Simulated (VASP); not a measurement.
Output of a VASP run:

**OSZICAR**
```
       N       E                     dE             d eps       ncg     rms          rms(c)
DAV:   1     0.120294587392E+03    0.12029E+03   -0.83140E+03  3016   0.114E+03
DAV:   2    -0.122566755099E+02   -0.13255E+03   -0.12780E+03  3112   0.354E+02
DAV:   3    -0.150224135691E+02   -0.27657E+01   -0.27271E+01  3280   0.536E+01
DAV:   4    -0.150532348785E+02   -0.30821E-01   -0.30790E-01  3376   0.543E+00
DAV:   5    -0.150538083331E+02   -0.57345E-03   -0.57343E-03  3256   0.602E-01    0.123E+01
DAV:   6    -0.144628563931E+02    0.59095E+00   -0.36609E+00  2816   0.218E+01    0.253E+00
DAV:   7    -0.143929447435E+02    0.69912E-01   -0.28294E-01  2904   0.634E+00    0.212E+00
DAV:   8    -0.143791536414E+02    0.13791E-01   -0.15673E-02  2928   0.118E+00    0.691E-01
DAV:   9    -0.143788613682E+02    0.29227E-03   -0.44449E-04  3200   0.210E-01    0.190E-01
DAV:  10    -0.143788397734E+02    0.21595E-04   -0.22663E-05  3464   0.563E-02    0.907E-02
DAV:  11    -0.143788401262E+02   -0.35277E-06   -0.10573E-05  3088   0.438E-02    0.400E-03
DAV:  12    -0.143788391580E+02    0.96818E-06   -0.30367E-07  1696   0.787E-03
   1 F= -.14378839E+02 E0= -.14378633E+02  d E =-.618797E-03  mag=     0.0000    -0.0000     0.0000
```

### OUTCAR
```
------------------------ aborting loop because EDIFF is reached ----------------------------------------
  FORCE on cell =-STRESS in cart. coord.  units (eV):
  Direction    XX          YY          ZZ          XY          YZ          ZX
  --------------------------------------------------------------------------------------
  Total        0.4191136      0.4191136      0.4191136     -0.0000000      0.0000000     -0.0000000
  in kB       25.1205279     25.1205279     25.1205279     -0.0000000      0.0000000     -0.0000000
  external PRESSURE =      25.1205279 kB  Pullay stress =       0.0000000 kB
  volume of cell :       26.73
      direct lattice vectors                 reciprocal lattice vectors
     2.990000000  0.000000000  0.000000000     0.334448161  0.000000000  0.000000000
     0.000000000  2.990000000  0.000000000     0.000000000  0.334448161  0.000000000
     0.000000000  0.000000000  2.990000000     0.000000000  0.000000000  0.334448161
 POSITION                                       TOTAL-FORCE (eV/Angst)
 -----------------------------------------------------------------------------------
      1.49500      1.49500      1.49500         0.000000      0.000000      0.000000
      0.00000      0.00000      0.00000         0.000000      0.000000      0.000000
 -----------------------------------------------------------------------------------
    total drift:                               -0.000000     -0.000000     -0.000000
  FREE ENERGIE OF THE ION-ELECTRON SYSTEM (eV)
  ---------------------------------------------------
  free  energy   TOTEN  =       -14.3788391580 eV

  energy  without entropy=      -14.3782203613  energy(sigma->0) =      -14.37863289

 Ion:    1  E_soc:     -0.0003534

 Ion:    2  E_soc:     -0.2660320
```
(Selected blocks of OUTCAR.)

File POSCAR:
```
RuAl
1
    2.9900000000     0.0000000000     0.0000000000
    0.0000000000     2.9900000000     0.0000000000
    0.0000000000     0.0000000000     2.9900000000
Al Ru
1 1
Direct
  0.5000000000   0.5000000000   0.5000000000
  0.0000000000   0.0000000000   0.0000000000
```

Task: Reconstruct the remaining input files.

Result: This is not unique; one that fits is the input of the run itself, PBE GGA with spin-orbit coupling, plane waves, VASP's PBE PAW potentials (set 64).

**KPOINTS**
```
Automatic mesh
0
Gamma
11 11 11
```

### INCAR
```
ALGO = Normal
EDIFF = 1E-6
ENCUT = 400
GGA = PE
GGA_COMPAT = .False.
ISIF = 2
ISMEAR = 1
LASPH = .True.
LCHARG = .False.
LMAXMIX = 4
LREAL = .False.
LSORBIT = .True.
LWAVE = .False.
MAGMOM = 6*0
NELM = 100
PREC = Accurate
SIGMA = 0.1
SYSTEM = RuAl
```

POTCAR, in this order: Al Ru_pv (PBE.64 set). Program: vasp_ncl.

The compound is RuAl in the CsCl type structure. The cell was not relaxed at this level. The run is one of a series of settings (GGA_COMPAT = .FALSE., LSORBIT = .TRUE., MAGMOM = 0 0 0 0 0 0, program vasp_ncl against the base run), some of them coarse on purpose.
